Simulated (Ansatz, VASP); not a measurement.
## HfSi: VASP beside Ansatz

One calculation is typed for both programs; each brings its own data sets. How far apart do they land? The cell is generated by rule, not measured, and may not be a known phase. The cell is taken from a series of runs on this material, whose earlier steps may have relaxed, scaled, displaced or heated it; both programs get it as it stands.

Calculated with Ansatz 0.2.0; plane waves, with VASP 6.6.1 beside it; single point at PBEsol.

The structure was built from a prototype and need not be the compound's stable phase.

## (1) Starting point

It takes space group P6_3mc (No. 186, hexagonal). The conventional cell has a = 4.083 Å, b = 4.083 Å, c = 6.668 Å, α = 90.00°, β = 90.00°, γ = 120.00°. Nearest to Hf lie 4 Si at 2.50 Å. Si has 4 Hf at 2.50 Å nearest. Farther neighbours are not listed.

Coordinates:

```cif
data_structure
_symmetry_space_group_name_H-M 'P 1'
_symmetry_Int_Tables_number 1
_cell_length_a 4.0831
_cell_length_b 4.0831
_cell_length_c 6.6678
_cell_angle_alpha 90.000
_cell_angle_beta 90.000
_cell_angle_gamma 120.000
_cell_volume 96.27
loop_
_atom_site_label
_atom_site_type_symbol
_atom_site_fract_x
_atom_site_fract_y
_atom_site_fract_z
_atom_site_occupancy
Hf1 Hf 0.33333 0.66667 0.00000 1
Hf2 Hf 0.66667 0.33333 0.50000 1
Si3 Si 0.33333 0.66667 0.37500 1
Si4 Si 0.66667 0.33333 0.87500 1
```

## (2) VASP: single point, PBEsol

With cell and atoms fixed, the geometry can't cause a difference; cores, projectors, grids and the points listed under the comparison can.

Lines of VASP's logs that name or quote its potential files are left out, and so is its time.

INCAR

```
SYSTEM = HfSi
PREC = Accurate
ENCUT = 500
EDIFF = 1E-06
NELM = 120
ISMEAR = 0
SIGMA = 0.1
LREAL = .FALSE.
ALGO = Normal
GGA = PS
NBANDS = 20
LASPH = .TRUE.
LORBIT = 11
LWAVE = .FALSE.
LCHARG = .FALSE.
ISIF = 2
GGA_COMPAT = .FALSE.
```

POSCAR

```
HfSi
1.0
    4.0831400000      0.0000000000      0.0000000000
   -2.0415700000      3.5361000000      0.0000000000
    0.0000000000      0.0000000000      6.6677600000
Hf Si
2 2
Direct
    0.3333343333      0.6666676667      0.0000000000
    0.6666676667      0.3333343333      0.5000000000
    0.3333343333      0.6666676667      0.3750000000
    0.6666676667      0.3333343333      0.8750000000
```

KPOINTS

```
Automatic mesh
0
Gamma
6 6 4
0 0 0
```

Potentials, in the order of the species: Hf_pv and Si (PBE family, release 64).

Run with:

```
$ mpirun -np 1 vasp_std
```

Numbers of over 12 decimals in the logs are rounded to 6 here.

The log of the run:

```text
[banner, memory and clock lines left out]
running    1 mpi-ranks, on    1 nodes
 distrk:  each k-point on    1 cores,    1 groups
 distr:  one band on    1 cores,    1 groups

 POSCAR found type information on POSCAR HfSi
 POSCAR found :  2 types and       4 ions
|                                                                             |
|               ----> ADVICE to this user running VASP <----                  |
|                                                                             |
|     You enforced a specific xc type in the INCAR file but a different       |
|     [... a line on the potential file left out ...]
|     I HOPE YOU KNOW WHAT YOU ARE DOING!                                     |
|                                                                             |

 LDA part: xc-table for (Slater+PW92), standard interpolation
 POSCAR, INCAR and KPOINTS ok, starting setup
 FFT: planning ... GRIDC
 FFT: planning ... GRID_SOFT
 FFT: planning ... GRID
 WAVECAR not read
 entering main loop
       N       E                     dE             d eps       ncg     rms          rms(c)
DAV:   1     0.911649338134E+02    0.91165E+02   -0.13958E+04   840   0.121E+03
DAV:   2    -0.273829199216E+02   -0.11855E+03   -0.11492E+03  1036   0.270E+02
DAV:   3    -0.328350176663E+02   -0.54521E+01   -0.53783E+01  1136   0.395E+01
DAV:   4    -0.329165456232E+02   -0.81528E-01   -0.81376E-01  1096   0.567E+00
DAV:   5    -0.329177311094E+02   -0.11855E-02   -0.11852E-02  1124   0.656E-01    0.623E+01
DAV:   6    -0.303132103855E+02    0.26045E+01   -0.80729E+00   900   0.109E+01    0.373E+01
DAV:   7    -0.302969048962E+02    0.16305E-01   -0.32028E+00  1064   0.707E+00    0.392E+00
DAV:   8    -0.301774708188E+02    0.11943E+00   -0.11203E+00   888   0.411E+00    0.660E-01
DAV:   9    -0.301726999238E+02    0.47709E-02   -0.49744E-02   920   0.111E+00    0.233E-01
DAV:  10    -0.301728901425E+02   -0.19022E-03   -0.21342E-03  1120   0.225E-01    0.195E-01
DAV:  11    -0.301728367147E+02    0.53428E-04   -0.31445E-04   996   0.717E-02    0.935E-02
DAV:  12    -0.301728352043E+02    0.15104E-05   -0.11147E-05  1132   0.178E-02    0.118E-02
DAV:  13    -0.301728353429E+02   -0.13857E-06   -0.33480E-07   596   0.347E-03
   1 F= -.30172835E+02 E0= -.30171148E+02  d E =-.337374E-02
```

Parts of OUTCAR (step 2):

```text
ion  position               nearest neighbor table
   1  0.333  0.667  0.000-   4 2.50   4 2.50   4 2.50   3 2.50
   2  0.667  0.333  0.500-   3 2.50   3 2.50   3 2.50   4 2.50
   3  0.333  0.667  0.375-   2 2.50   2 2.50   2 2.50   1 2.50
   4  0.667  0.333  0.875-   1 2.50   1 2.50   1 2.50   2 2.50

  LATTYP: Found a hexagonal cell.
 ALAT       =     4.0831400000
 C/A-ratio  =     1.6329981338

 Subroutine GETGRP returns: Found 12 space group operations
 (whereof  6 operations were pure point group operations)

The static configuration has the point symmetry C_3v.
 The point group associated with its full space group is C_6v.

 Found     21 irreducible k-points:

   k-points           NKPTS =     21   k-points in BZ     NKDIM =     21   number of bands    NBANDS=     20

   dimension x,y,z NGX =    30 NGY =   30 NGZ =   50
   dimension x,y,z NGXF=    60 NGYF=   60 NGZF=  100

   ENCUT  =  500.0 eV  36.75 Ry    6.06 a.u.   7.44  7.44 12.16*2*pi/ulx,y,z

   NELECT =      28.0000    total number of electrons

 k-points in reciprocal lattice and weights: Automatic mesh
   0.00000000  0.00000000  0.00000000       0.007
   0.16666667  0.00000000  0.00000000       0.042
   0.33333333  0.00000000  0.00000000       0.042
   0.50000000  0.00000000  0.00000000       0.021
   0.16666667  0.16666667  0.00000000       0.042
   0.33333333  0.16666667  0.00000000       0.083
   0.33333333  0.33333333  0.00000000       0.014
   0.00000000  0.00000000  0.25000000       0.014
   0.16666667  0.00000000  0.25000000       0.083
[...]
0.33333333  0.16666667  0.50000000       0.083
   0.33333333  0.33333333  0.50000000       0.014

 average (electrostatic) potential at core
       1 -38.3707       2 -38.3707       3 -83.7228       4 -83.7227

 E-fermi :   3.5210

 k-point     1 :       0.0000    0.0000    0.0000
  band No.  band energies     occupation
    ...
     10       2.1457      2.00000
     11       2.1738      2.00000
     12       2.1738      2.00000
     13       2.5074      2.00000
     14       2.5074      2.00000
     15       4.6130      0.00000
     16       4.6130      0.00000
     17       5.5858      0.00000
     18       6.0325      0.00000
     19       6.0325      0.00000
    ...

 k-point     2 :       0.1667    0.0000    0.0000
  band No.  band energies     occupation
    ...
     10       1.7207      2.00000
     11       2.0478      2.00000
     12       2.3271      2.00000
     13       2.3602      2.00000
     14       2.7320      2.00000
     15       4.1005      0.00000
     16       4.5594      0.00000
     17       5.2207      0.00000
     18       6.2151      0.00000
     19       6.4221      0.00000
    ...

 k-point     3 :       0.3333    0.0000    0.0000
  band No.  band energies     occupation
    ...
     11       1.6270      2.00000
     12       2.4899      2.00000
     13       2.7221      2.00000
     14       3.2509      1.99987
     15       3.5324      0.87214
     16       4.7356      0.00000
     17       5.0486      0.00000
     18       6.3945      0.00000
     19       6.4800      0.00000
     20       7.0966      0.00000

  Total        5.8321957      5.8321859      3.4745037     -0.0000000      0.0000000      0.0000000
  in kB       97.0608075     97.0606446     57.8235295     -0.0000000      0.0000000      0.0000000
  external PRESSURE =      83.9816605 kB  Pullay stress =       0.0000000 kB

  energy-cutoff  :      500.00
  volume of cell :       96.27
      direct lattice vectors                 reciprocal lattice vectors
     4.083140000  0.000000000  0.000000000     0.244909555  0.141398716  0.000000000
    -2.041570000  3.536100000  0.000000000     0.000000000  0.282797432  0.000000000
     0.000000000  0.000000000  6.667760000     0.000000000  0.000000000  0.149975404

 POSITION                                       TOTAL-FORCE (eV/Angst)
 -----------------------------------------------------------------------------------
      0.00000      2.35740      0.00000        -0.000000      0.000000     -0.324767
      2.04157      1.17870      3.33388         0.000000     -0.000000     -0.324767
      0.00000      2.35740      2.50041         0.000000     -0.000000      0.324767
      2.04157      1.17870      5.83429        -0.000000     -0.000000      0.324767
 -----------------------------------------------------------------------------------
    total drift:                               -0.000785     -0.001360     -0.000386

  FREE ENERGIE OF THE ION-ELECTRON SYSTEM (eV)
  ---------------------------------------------------
  free  energy   TOTEN  =       -30.1728353429 eV

  energy  without entropy=      -30.1694616027  energy(sigma->0) =      -30.17114847

 total charge
# of ion       s       p       d       tot
------------------------------------------
    1        0.368   6.377   1.643   8.388
    2        0.368   6.377   1.643   8.388
    3        0.818   1.063   0.000   1.881
    4        0.818   1.063   0.000   1.881
--------------------------------------------------
tot          2.373  14.879   3.286  20.538

[... 3 further parts left out ...]
```

The k-mesh is coarse for a metal. Harder data sets than Hf_pv exist (the GW ones), and pressures, volumes and forces can shift noticeably with them.

## (3) Ansatz: single point, PBEsol

Ansatz runs on its default PAW (the set named soft_2) files.

The same cell, functional, mesh and smearing now go to Ansatz, which takes its cutoff from its data sets.

input.yaml

```yaml
crystal:
  lattice:
    - [4.08314, 0.0, 0.0]
    - [-2.04157, 3.5361, 0.0]
    - [0.0, 0.0, 6.66776]
  atoms:
    - { symbol: Hf, position: [0.333333, 0.666667, 0.0] }
    - { symbol: Hf, position: [0.666667, 0.333333, 0.5] }
    - { symbol: Si, position: [0.333333, 0.666667, 0.375] }
    - { symbol: Si, position: [0.666667, 0.333333, 0.875] }
kpoints:
  mp_grid: { grid: [6, 6, 4] }
hamiltonian:
  xc: pbesol
scf:
  occupations: { method: gaussian, width: 0.1 }
output:
  forces: true
  stress: true
  eigenvalues: true
```

Run with:

```
$ ansatz run input.yaml --threads 4 --pin off --max-ram 7168MiB --backend cpu --events-out ev --progress --plain --runs-dir out
```

The log of the run:

```text
Warning: the atoms were moved onto the symmetric positions of the space group found under crystal.symmetry.tolerance 1.0e-5 (fractional; no operation is sought that the atoms, as they stand in a round, miss by more than twice it, and no atom is moved by as much as it), and the run uses the moved positions. Before a round's move an operation carried an atom to 4.08e-6 Å from where it should land, the largest such dist [...]
Engine: ansatz 0.2.0, aarch64-unknown-linux-gnu
Pseudopotentials: kind: paw
Pseudopotential: Hf, paw, valence charge 26, recommended cutoff 420 eV (normal), Hf.paw.azcp
Pseudopotential: Si, paw, valence charge 4, recommended cutoff 420 eV (normal), Si.paw.azcp
Functional definition: PBEsol
  exchange = pbesol_x
  correlation = pbesol_c
Crystal: 4 atoms, lattice volume = 96.272 Å³
Basis set: ecut = 420 eV, 1847 PW (Γ), exchange–correlation on 60×60×90 points (8 copies of the dense FFT grid, shifted against one another)
Bands: 36, of which v1, the nominal top of the filled ones, is band 30 counted from 1 (29 counted from 0)
Symmetry: 12 space group operations
Space group: P63mc (ITA 186), of the structure as read, at distance tolerance 4.6e-5 Å
k-points: 21 of 144 (time reversal used)
Non-local potential: Hf, projectors of the file, l = 0: 3, l = 1: 2, l = 2: 2, l = 3: 3
Non-local potential: Si, projectors of the file, l = 0: 2, l = 1: 2, l = 2: 2
PAW form: soft (Blöchl's): semilocal exchange-correlation on the pseudo side does not see the compensation charge
PAW frozen core: Hf, regenerated for the run's functional, and the local potential with it (the file was generated under x = pbe(κ = 0.804, μ = 0.219515), c = pbe(β = 0.066725))
PAW frozen core: Si, regenerated for the run's functional, and the local potential with it (the file was generated under x = pbe(κ = 0.804, μ = 0.219515), c = pbe(β = 0.066725))
PAW one-centre angular grid: Hf, 590 points (default); XC on 64 Gauss nodes
PAW one-centre angular grid: Si, 110 points (default); XC on 64 Gauss nodes
Initial density: superposition of atomic densities (neutral atoms: chi_scale 0, normalization atom), corrected by the library's trained network
Initial wavefunctions: pseudopotential atomic-orbital guess
Functional: x = pbesol(κ = 0.804, μ = 0.123457), c = pbesol(β = 0.046)
SCF iter   1: F=—  HF=-32436.723537 eV  |F-HF|=—  |Δ(HF+E_count)|=         —  Δρ=2.96e-3  dr2=8.32e-3  ethr=1.77e-3  ⟨swp⟩=5.6  Hψ=2743  notcnv=0
preconditioner: auto → LDOS  [insulator: Δε(μ)=0.165 eV  Ē_g=10.631 eV  σ=0.100 eV  W_gap=0.56  n_scr=22 (ndim 8)  ℏωp=25.1 eV  f_vac=0.013  D(μ)=0.67/eV (n_scr^D=2)  ε∞_Penn≈6.6  β→1.0]
SCF iter   2: F=—  HF=-32436.723713 eV  |F-HF|=—  |Δ(HF+E_count)|=   1.77e-4  Δρ=1.41e-3  dr2=2.38e-3  ethr=1.39e-5  ⟨swp⟩=2.0  Hψ=1650  notcnv=0  defer=25
SCF iter   3: F=—  HF=-32436.722851 eV  |F-HF|=—  |Δ(HF+E_count)|=   8.63e-4  Δρ=5.38e-4  dr2=2.90e-4  ethr=3.97e-6  ⟨swp⟩=2.0  Hψ=1361  notcnv=0  defer=8
automatic band count: iteration 3 solves 35 bands in place of 36: the levels show a gap, and the empty bands left out lie too high to hold charge; the band table lists the bands solved (type scf.n_extra_bands for more)
SCF iter   4: F=—  HF=-32436.722691 eV  |F-HF|=—  |Δ(HF+E_count)|=   1.59e-4  Δρ=1.33e-4  dr2=1.86e-5  ethr=4.83e-7  ⟨swp⟩=2.0  Hψ=1357  notcnv=0  defer=8
SCF iter   5: F=—  HF=-32436.722691 eV  |F-HF|=—  |Δ(HF+E_count)|=   1.28e-7  Δρ=2.68e-5  dr2=5.84e-7  ethr=3.09e-8  ⟨swp⟩=2.0  Hψ=1314  notcnv=0  defer=8
SCF iter   6: F=-32436.722691 eV  HF=-32436.722691 eV  |F-HF|=1.09e-8  |Δ(HF+E_count)|=   1.56e-7  Δρ=8.24e-6  dr2=7.24e-8  ethr=1.67e-10  ⟨swp⟩=6.7  Hψ=3139  notcnv=0
SCF 1 converged in 6 iterations: F = -32436.722691 eV  dr2 = 7.24e-8
  greatest PAW one-centre occupation: 0.998 electrons in one spin orbital (limit 2), on the Hf atom at site 0 (counted from 0), in its partial waves of l = 3
SCF converged after 6 iterations
Free energy (F): -32436.722691 eV
Harris-Foulkes:  -32436.722691 eV  (|F-HF|=1.09e-8)
Internal energy: -32436.719313 eV  (E = F + TS)
E sigma→0 (E₀):  -32436.721002 eV
Entropy (-TS):   -0.003378 eV (-0.844 meV/atom)
Fermi energy:    10.647411 eV
--- Per-component energies (eV) ---
  E_band       = -350.563820
  E_kinetic    = 931.664081
  E_local      = -13549.160525  (includes V_loc(G=0)·N_el)
  E_nonlocal   = -2420.237535
  E_hartree    = 6239.281189
  E_xc         = -704.582540
  E_vxc        = -625.041508  (∫ρ·V_xc dr)
  E_paw        = -14612.828919  (= ΣΔE_a)
  E_vpaw       = 2833.652232  (= ΣTr[D̂ρ^β])
  E_aug_tail   = 0.000010  (compensation charges beyond the density's cutoff)
  E_ewald      = -8323.420378
  E_core_change = 2.565304  (= ΣΔE_core)
  E_smearing   = -0.003378  (= −TS)
  E_closure    = -0.000000  (closes the sum)
  Σ components = -32436.722691   (vs F -32436.722691, Δ=0.00e0)
--- Forces (eV/Å), atoms counted from 1 ---
  atom   1  Hf     0.00000000    -0.00000000    -0.32304353
  atom   2  Hf     0.00000000     0.00000000    -0.32304353
  atom   3  Si    -0.00000000     0.00000000     0.32304936
  atom   4  Si     0.00000000    -0.00000000     0.32304936
  max |Σ_I F_I| component: 1.17e-5 eV/Å
--- Stress (GPa, compression-positive) ---
        9.618062       0.000000       0.000000
       -0.000000       9.618062       0.000000
       -0.000000       0.000000       5.697180
  P = ⅓ Tr σ = 8.3111 GPa (83.111 kbar)
--- Band table (eV; the first three rows and the last of 21) ---
  k-point 0: bands = [... 26 lower, 9.3017, 9.3017, 9.6332, 9.6332, 11.7390, 11.7390, 12.7178, 13.1563, ... 1 higher]
  k-point 1: bands = [... 26 lower, 9.3138, 9.3138, 9.5461, 9.5461, 11.9978, 11.9978, 13.0657, 13.0657, ... 1 higher]
  k-point 2: bands = [... 26 lower, 9.3944, 9.3944, 9.3944, 9.3944, 12.5949, 12.5949, 12.5949, 12.5949, ... 1 higher]
  k-point 20: bands = [... 26 lower, 8.6549, 8.6549, 10.4194, 10.4194, 11.5475, 11.5475, 12.7764, 12.7764, ... 1 higher]
```

The run ends at a pressure of 8.31 GPa, with forces up to 0.32 eV/Å.

## (4) Side by side

Known differences besides the potentials themselves: the data sets hold 60 valence electrons in Ansatz (on its default PAW (the set named soft_2) files) and 28 in VASP; the cutoff is 420 eV in Ansatz and 500 eV in VASP; Ansatz makes its cores anew for this functional, VASP keeps those of its PBE data sets. Total energies have different zeros and are not compared.

Both answers:

| quantity | Ansatz | VASP | difference |
| --- | --- | --- | --- |
| pressure (GPa) | 8.31 | 8.40 | -0.09 |

Forces (eV/Å; atoms numbered as in POSCAR):

| atom | Ansatz x, y, z | VASP x, y, z |
| --- | --- | --- |
| Hf1 | 0.000, 0.000, -0.323 | 0.000, 0.000, -0.325 |
| Hf2 | 0.000, 0.000, -0.323 | 0.000, 0.000, -0.325 |
| Si3 | 0.000, 0.000, 0.323 | 0.000, 0.000, 0.325 |
| Si4 | 0.000, 0.000, 0.323 | 0.000, 0.000, 0.325 |

The forces differ by 1.0 meV/Å r.m.s., which is 0.5 % of the r.m.s. force of 0.188 eV/Å (both taken over all components).

## (5) What came out

- r.m.s. force difference (single point, PBEsol): 0.99 meV/Å

What this shows: The r.m.s. force difference is 0.99 meV/Å (single point, PBEsol), within the 12 meV/Å picked in this series as the mark of a large difference. The data sets hold unlike numbers of valence electrons (60 in Ansatz and 28 in VASP), so part of the differences comes from the potentials. How closely two codes agree says nothing of how well the functional describes the real material.

[Lines on the potential files, build, host, timing and source positions are cut from VASP's logs without a mark.]

[Logs are printed without paths, hosts, clocks, repeated set-up lines and the standing remarks that a program may print on its own settings, such as how far it seeks lower states.]

[Hosts, paths, dates, database ids (printed as entryN), source tags and the programs' standing remarks are cut or masked in the printed files.]
